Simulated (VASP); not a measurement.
```yaml
crystal:
  lattice:
    - [4.20990, 0.00000, 0.00000]
    - [0.00000, 4.20990, 0.00000]
    - [0.00000, 0.00000, 4.20990]
  atoms:
    - { symbol: Cs, position: [0.00000, 0.00000, 0.00000] }
    - { symbol: Cl, position: [0.50000, 0.50000, 0.50000] }
```

The numbers are results of PBE GGA, VASP's PBE PAW potentials (set 64) (plane waves; VASP), not measurements. Settings: 520 eV cut-off, Gaussian smearing of 0.050 eV, potentials Cs_sv Cl.

Unless said otherwise, spin-orbit coupling is left out, though it shifts the bands of the heavy elements here.

Problem. Predict the band gap (along the path) with the smallest direct gap where there is one.

Solution. 
| Item | Result |
|---|---|
| band gap (along the path) | 4.99 eV |
| smallest direct gap (along the path) | 4.99 eV |

The compound is CsCl in the CsCl type structure. It was relaxed first, which changed the volume by +7 %.
